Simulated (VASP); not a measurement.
# Mn2C (P6mm) in VASP: relaxation of cell and atoms with PBE

Aim: the relaxation of cell and atoms of Mn2C with PBE.

Program: VASP 6.6.1. These are calculated values, not measurements. Logs are shortened: lines on timing, memory, paths and dates and some standing lists are left out, and cuts for length are marked.

## (1) The structure

The structure is hexagonal, space group P6mm (No. 183). Conventional cell: a = 3.617 Å, b = 3.617 Å, c = 3.601 Å, α = 90.00°, β = 90.00°, γ = 120.00°. Around Mn (site symmetry 3m) lie 3 Mn at 2.09 Å. C (site symmetry 6mm) is surrounded by 6 Mn at 2.40 Å.

The cell was built by a generator and needn't be a form met in nature.

## (2) Relaxation of cell and atoms, PBE, collinear spin, ferromagnetic start

File INCAR:

```
ALGO = Fast
EDIFF = 1E-4
EDIFFG = -0.08
ENCUT = 520
GGA = PE
IBRION = 2
ISIF = 3
ISMEAR = 0
ISPIN = 2
LASPH = T
LCHARG = F
LMAXMIX = 4
LORBIT = 11
LREAL = F
LWAVE = F
MAGMOM = 4 4 0
NELM = 60
NSW = 24
PREC = Normal
SIGMA = 0.15
```

File KPOINTS:

```
k-points
0
Gamma
  7 7 6
```

File POSCAR:

```
Mn2C
1.0
    3.6168103600      0.0000000000      0.0000000000
   -1.8084051800      3.1322496500      0.0000000000
    0.0000000000      0.0000000000      3.6010731100
Mn C
2 1
Direct
    0.3333333300      0.6666666700      0.6007182300
    0.6666666700      0.3333333300      0.6007182300
    0.0000000000      0.0000000000      0.2709664900
```

Potentials or basis: VASP PAW PBE potentials, release 64 (Mn_pv, C).

The run is started by

```console
$ cat potpaw_PBE.64/Mn_pv/POTCAR potpaw_PBE.64/C/POTCAR > POTCAR
$ mpirun -np 1 vasp_std > vasp.out
```

OUTCAR:

```text
EDIFF = 1E-4
   EDIFFG = -0.08
   ENCUT = 520
   GGA = PE
   IBRION = 2
   ISIF = 3
   ISMEAR = 0
   ISPIN = 2
   LASPH = T
   LORBIT = 11
   LREAL = F
   NELM = 60
   NSW = 24
   PREC = Normal

 ion  position               nearest neighbor table
   1  0.333  0.667  0.601-   2 2.09   2 2.09   2 2.09   3 2.40   3 2.40   3 2.40
   2  0.667  0.333  0.601-   1 2.09   1 2.09   1 2.09   3 2.40   3 2.40   3 2.40
   3  0.000  0.000  0.271-   1 2.40   2 2.40   1 2.40   2 2.40   2 2.40   1 2.40

  LATTYP: Found a hexagonal cell.
 ALAT       =     3.6168103600
 C/A-ratio  =     0.9956488595

  Lattice vectors:

 A1 = (   3.6168103600,   0.0000000000,   0.0000000000)
 A2 = (  -1.8084051800,   3.1322496500,   0.0000000000)
 A3 = (   0.0000000000,   0.0000000000,   3.6010731100)

Analysis of symmetry for initial positions (statically):
=====================================================================
 Subroutine PRICEL returns:
 Original cell was already a primitive cell.

 Routine SETGRP: Setting up the symmetry group for a
 hexagonal supercell.

 Subroutine GETGRP returns: Found 12 space group operations
 (whereof 12 operations were pure point group operations)
 out of a pool of 24 trial point group operations.

The static configuration has the point symmetry C_6v.

Analysis of symmetry for dynamics (positions and initial velocities):
=====================================================================
 Subroutine PRICEL returns:
 Original cell was already a primitive cell.

 Routine SETGRP: Setting up the symmetry group for a
 hexagonal supercell.

 Subroutine GETGRP returns: Found 12 space group operations
 (whereof 12 operations were pure point group operations)
 out of a pool of 24 trial point group operations.

The dynamic configuration has the point symmetry C_6v.

Analysis of structural, dynamic, and magnetic symmetry:
=====================================================================
 Subroutine PRICEL returns:
 Original cell was already a primitive cell.

 Routine SETGRP: Setting up the symmetry group for a
 hexagonal supercell.

 Subroutine GETGRP returns: Found 12 space group operations
 (whereof 12 operations were pure point group operations)
 out of a pool of 24 trial point group operations.

The overall configuration has the point symmetry C_6v.

 Subroutine INISYM returns: Found 12 space group operations
 (whereof 12 operations are pure point group operations),
 and found     1 'primitive' translations

----------------------------------------------------------------------------------------

                                     Primitive cell

  volume of cell :      40.7957

  direct lattice vectors                    reciprocal lattice vectors
     3.616810360  0.000000000  0.000000000     0.276486711  0.159629677  0.000000000
    -1.808405180  3.132249650  0.000000000     0.000000000  0.319259354  0.000000000
     0.000000000  0.000000000  3.601073110     0.000000000  0.000000000  0.277695001

  length of vectors
     3.616810360  3.616810358  3.601073110     0.319259354  0.319259354  0.277695001

  position of ions in fractional coordinates (direct lattice)
     0.333333330  0.666666670  0.600718230
     0.666666670  0.333333330  0.600718230
     0.000000000  0.000000000  0.270966490

  ion indices of the primitive-cell ions
   primitive index   ion index
                 1           1
                 2           2
                 3           3

----------------------------------------------------------------------------------------

 KPOINTS: k-points

Automatic generation of k-mesh.
 Grid dimensions read from file:
 generate k-points for:    7    7    6

 Generating k-lattice:

  Cartesian coordinates                     Fractional coordinates (reciprocal lattice)
     0.039498102  0.022804240  0.000000000     0.142857143  0.000000000  0.000000000
     0.000000000  0.045608479  0.000000000     0.000000000  0.142857143  0.000000000
     0.000000000  0.000000000  0.046282500     0.000000000  0.000000000  0.166666667

  Length of vectors
     0.045608479  0.045608479  0.046282500

  Shift w.r.t. Gamma in fractional coordinates (k-lattice)
     0.000000000  0.000000000  0.000000000

 Subroutine IBZKPT returns following result:
 ===========================================

 Found     32 irreducible k-points:

 Following reciprocal coordinates:
            Coordinates               Weight
  0.000000  0.000000  0.000000      1.000000
  0.142857  0.000000  0.000000      6.000000
  0.285714  0.000000  0.000000      6.000000
  0.428571  0.000000  0.000000      6.000000
  0.142857  0.142857  0.000000      6.000000
  0.285714  0.142857  0.000000     12.000000
[... 16 lines left out ...]
  0.428571  0.142857  0.333333     12.000000
  0.285714  0.285714  0.333333     12.000000
 [... further k-points ...]
   k-points           NKPTS =     32   k-points in BZ     NKDIM =     32   number of bands    NBANDS=     23
   number of dos      NEDOS =    301   number of ions     NIONS =      3
   total plane-waves  NPLWV =   8000
   dimension x,y,z NGX =    20 NGY =   20 NGZ =   20
   dimension x,y,z NGXF=    40 NGYF=   40 NGZF=   40
   ions per type =               2   1
   NGX,Y,Z   is equivalent  to a cutoff of   9.19,  9.19,  9.23 a.u.
   NGXF,Y,Z  is equivalent  to a cutoff of  18.39, 18.39, 18.47 a.u.
 SYSTEM =  unknown system
   PREC   = normal    normal or accurate (medium, high low for compatibility)
   ISTART =      0    job   : 0-new  1-cont  2-samecut
   ICHARG =      2    charge: 1-file 2-atom 10-const
   ISPIN  =      2    spin polarized calculation?
   LNONCOLLINEAR =      F non collinear calculations
   LSORBIT =      F    spin-orbit coupling
   LASPH  =      T    aspherical Exc in radial PAW
   ENCUT  =  520.0 eV  38.22 Ry    6.18 a.u.   6.72  6.72  6.70*2*pi/ulx,y,z
   NELM   =     60;   NELMIN=  2; NELMDL= -5     # of ELM steps
   EDIFF  = 0.1E-03   stopping-criterion for ELM
   LREAL  =      F    real-space projection
   EDIFFG = -.8E-01   stopping-criterion for IOM
   NSW    =     24    number of steps for IOM
   IBRION =      2    ionic relax: 0-MD 1-quasi-New 2-CG
   NFREE  =      1    steps in history (QN), initial steepest desc. (CG)
   ISIF   =      3    stress and relaxation
   ISYM   =      2    0-nonsym 1-usesym 2-fastsym
   POTIM  = 0.5000    time-step for ionic-motion
   TEBEG  =    0.0;   TEEND  =   0.0 temperature during run
   PSTRESS=    0.0 pullay stress
   NELECT =      30.0000    total number of electrons
   NUPDOWN=      -1.0000    fix difference up-down
   EMIN   =  10.00;   EMAX   =-10.00  energy-range for DOS
   EFERMI =   0.00;   METHOD = LEGACY
   ISMEAR =     0;   SIGMA  =   0.15  broadening in eV -4-tet -1-fermi 0-gaus
   EFERMI_NEDOS =   21; number of points for ismear=-14 and -15
   IALGO  =     68    algorithm
   IMIX   =      4    mixing-type and parameters
     AMIX     =   0.40;   BMIX     =  1.00
     AMIX_MAG =   1.60;   BMIX_MAG =  1.00
  volume/ion in A,a.u.               =      13.60        91.77
  Fermi-wavevector in a.u.,A,eV,Ry     =   1.477669  2.792390 29.708408  2.183506
  Thomas-Fermi vector in A             =   2.592045
   LORBIT       =     11    0 simple, 1 ext, 2 COOP (PROOUT), +10 PAW based schemes
   GGA     = PE    functional components
   LHFCALC =     F    Hartree Fock is set to
   AEXX    =    0.0000 exact exchange contribution
   IVDW    =     0    specifies the selected vdW correction
   LEPSILON=     F    determine dielectric tensor
   LRPA    =     F    only Hartree local field effects (RPA)
 conjugate gradient relaxation of ions
 spin polarized calculation
 RMM-DIIS sequential band-by-band and
 Gauss-broadening in eV      SIGMA  =   0.15
  energy-cutoff  :      520.00
  volume of cell :       40.80
 maximum number of plane-waves:      1111
   NGX = 13   NGY = 13   NGZ = 13

--------------------------------------- Ionic step        1  -------------------------------------------

 number of electron      29.9999840 magnetization       0.3977323

 Free energy of the ion-electron system (eV)
  ---------------------------------------------------
  ext. energy  EPLUGINS =         0.00000000
  ---------------------------------------------------
  free energy    TOTEN  =       -21.05285696 eV

  energy without entropy =      -21.01294974  energy(sigma->0) =      -21.03290335

------------------------ aborting loop because EDIFF is reached ----------------------------------------

  FORCE on cell =-STRESS in cart. coord.  units (eV):
  Direction    XX          YY          ZZ          XY          YZ          ZX
  --------------------------------------------------------------------------------------
  -------------------------------------------------------------------------------------
  Total       -2.8385391     -2.8385391     -7.0187965      0.0000000      0.0000000     -0.0000000
  in kB     -111.4785775   -111.4785774   -275.6507551      0.0000000      0.0000000     -0.0000000
  external PRESSURE =    -166.2026367 kB  Pullay stress =       0.0000000 kB
[... 92 lines left out ...]
  FREE ENERGIE OF THE ION-ELECTRON SYSTEM (eV)
  ---------------------------------------------------
  free  energy   TOTEN  =       -21.7886883759 eV

  energy  without entropy=      -21.7474229507  energy(sigma->0) =      -21.76805566

 E-fermi :  10.9574     XC(G=0): -13.8470

 val. band max:       10.9474766125   @ k =   0.1429   0.1429   0.5000
 cond. band min:      11.0348088277   @ k =   0.1429   0.1429   0.1667
 fundamental gap:      0.0873322151
 Fermi energy:        10.9573685674

 spin component 1

 k-point     1 :       0.0000    0.0000    0.0000
  band No.  band energies     occupation
      1     -38.0122      1.00000
      2     -38.0121      1.00000
      3     -37.2453      1.00000
      4     -36.9047      1.00000
      5     -36.7104      1.00000
      6     -36.7104      1.00000
[... 1241 lines left out ...]
     22      18.6548      0.00000
     23      23.3727      0.00000

 [... further k-points ...]

[... ionic steps 4 to 21 ...]

--------------------------------------- Ionic step       22  -------------------------------------------

 number of electron      29.9999971 magnetization      -0.0000045

 number of electron      29.9999971 magnetization       0.0000005
[... 73 lines left out ...]
 number of electron      29.9999964 magnetization       0.0000001

 number of electron      29.9999964 magnetization      -0.0000032

 Free energy of the ion-electron system (eV)
  ---------------------------------------------------
  ext. energy  EPLUGINS =         0.00000000
  ---------------------------------------------------
  free energy    TOTEN  =       -24.26588123 eV

  energy without entropy =      -24.22272430  energy(sigma->0) =      -24.24430276

 E-fermi :   8.4853     XC(G=0): -12.8599

 val. band max:        8.4734568725   @ k =   0.4286   0.1429   0.3333
 cond. band min:       8.5164975755   @ k =   0.4286   0.1429   0.5000
 fundamental gap:      0.0430407030
 Fermi energy:         8.4853026579

 spin component 1

 k-point     1 :       0.0000    0.0000    0.0000
  band No.  band energies     occupation
      1     -40.1861      1.00000
      2     -40.1861      1.00000
      3     -39.7562      1.00000
      4     -39.4941      1.00000
      5     -39.1832      1.00000
      6     -39.1832      1.00000
[... 1273 lines left out ...]
  FREE ENERGIE OF THE ION-ELECTRON SYSTEM (eV)
  ---------------------------------------------------
  free  energy   TOTEN  =       -24.2658812304 eV

  energy  without entropy=      -24.2227242954  energy(sigma->0) =      -24.24430276

 reached required accuracy - stopping structural energy minimisation

 total charge

# of ion       s       p       d       tot
------------------------------------------
    1        0.394   6.420   5.299  12.113
    2        0.394   6.420   5.299  12.113
    3        0.911   1.328   0.000   2.239
--------------------------------------------------
tot          1.698  14.169  10.598  26.465

 magnetization (x)

# of ion       s       p       d       tot
------------------------------------------
    1        0.000   0.000  -0.000  -0.000
    2        0.000   0.000  -0.000  -0.000
    3       -0.000  -0.000   0.000  -0.000
--------------------------------------------------
tot          0.000   0.000  -0.000  -0.000
```

Run time: 6.2 min. Hardware: 1 thread of AMD EPYC 7R13 (Zen 3), shared host; peak memory 0.14 GiB.

Results:

```yaml
Free_energy: -24.2659 eV
Relaxed_volume: 10.58 Å³/atom
Relaxed_cell: a = 3.678 Å, b = 3.678 Å, c = 2.709 Å, α = 90.00°, β = 90.00°, γ = 120.00°
Space_group_after_relaxing_to_0.05_Å: P6/mmm (No. 191)
Energy_gained_by_relaxing: 1071.0 meV/atom
Ionic_steps: 24
Pressure_after_relaxing: -0.6 GPa
Largest_force_after_relaxing: 0.050 eV/Å
Band_gap_on_the_k_mesh: none (metal or under the smearing width)
Net_moment: 0.00 μB per cell
Valence_electrons_inside_the_program's_atomic_spheres: Mn 12.11; C 2.24
```

Forces in eV/Å, atoms in the order of the input:
```
Mn   0.000  0.000 -0.025
Mn   0.000  0.000 -0.025
C    0.000  0.000  0.050
```

Step by step:
| step | energy change (eV) | largest force (eV/Å) | pressure (GPa) | volume (Å³) |
| --- | --- | --- | --- | --- |
| 1 | 0.0000 | 1.6775 | -16.62 | 40.80 |
| 2 | -0.7334 | 0.6593 | 12.48 | 32.96 |
| 3 | -0.7358 | 0.6199 | 15.19 | 32.68 |
| 4 | -1.2540 | 1.1009 | 15.51 | 31.20 |
| 5 | -2.1111 | 1.3742 | 24.23 | 28.00 |
| 6 | 3.1128 | 1.5453 | 197.25 | 20.61 |
| 7 | -2.0174 | 1.0150 | 23.42 | 27.61 |
| 8 | -2.0106 | 0.9677 | 30.17 | 26.90 |
| 9 | -2.0239 | 1.0140 | 26.08 | 27.17 |
| 10 | -2.2469 | 1.3873 | 1.27 | 29.37 |
| 11 | -2.2496 | 1.4330 | -2.56 | 29.72 |
| 12 | -2.2497 | 1.4569 | -0.86 | 29.63 |
| 13 | -2.3187 | 1.5724 | -0.78 | 29.85 |
| 14 | -2.5596 | 1.9412 | -2.71 | 30.52 |
| 15 | -3.0416 | 1.3258 | -5.86 | 31.88 |
| 16 | -2.6982 | 2.0956 | -15.95 | 34.63 |
| 17 | -3.1749 | 0.0654 | -10.61 | 32.79 |
| 18 | -3.1853 | 0.4474 | 4.39 | 31.51 |
| 19 | -3.2069 | 0.2027 | -0.89 | 32.09 |
| 20 | -3.2067 | 0.1841 | -3.40 | 32.13 |
| 21 | -3.2069 | 0.2234 | -1.91 | 32.11 |
| 22 | -3.2109 | 0.0796 | -3.00 | 31.97 |
| 23 | -3.2107 | 0.1939 | -0.15 | 31.56 |
| 24 | -3.2130 | 0.0499 | -0.59 | 31.73 |

Final structure:
```
CELL_PARAMETERS angstrom
3.67795 0.00000 0.00000
-1.83897 3.18520 0.00000
0.00000 0.00000 2.70881
ATOMIC_POSITIONS crystal
Mn 0.33333 0.66667 0.49195
Mn 0.66667 0.33333 0.49195
C 0.00000 0.00000 0.48851
```

Levels at points of the mesh, in eV from the Fermi level:
Spin up:
```csv
k point,band 13,band 14,band 15,band 16,band 17,band 18
"(0.00, 0.00, 0.00)",-1.07,-1.07,-0.82,0.86,0.86,1.81
"(0.00, 0.00, 0.50)",-1.08,-1.08,-0.14,-0.14,0.22,1.73
```
Spin down:
| k point | band 11 | band 12 | band 13 | band 14 | band 15 | band 16 | band 17 | band 18 | band 19 | band 20 |
| --- | --- | --- | --- | --- | --- | --- | --- | --- | --- | --- |
| (0.00, 0.00, 0.00) | -1.39 | -1.39 | -1.07 | -1.07 | -0.82 | 0.86 | 0.86 | 1.81 | 2.47 | 4.91 |
| (0.00, 0.00, 0.50) | -2.69 | -2.69 | -1.08 | -1.08 | -0.14 | -0.14 | 0.22 | 1.73 | 4.62 | 5.25 |

Caveat: the starting moments collapsed, and a magnetic state may lie lower; the volume moved by over 15 % at a fixed basis, so the end points are rough; the relaxation stopped at a loose force limit of 0.08 eV/Å, so its end isn't a converged minimum.
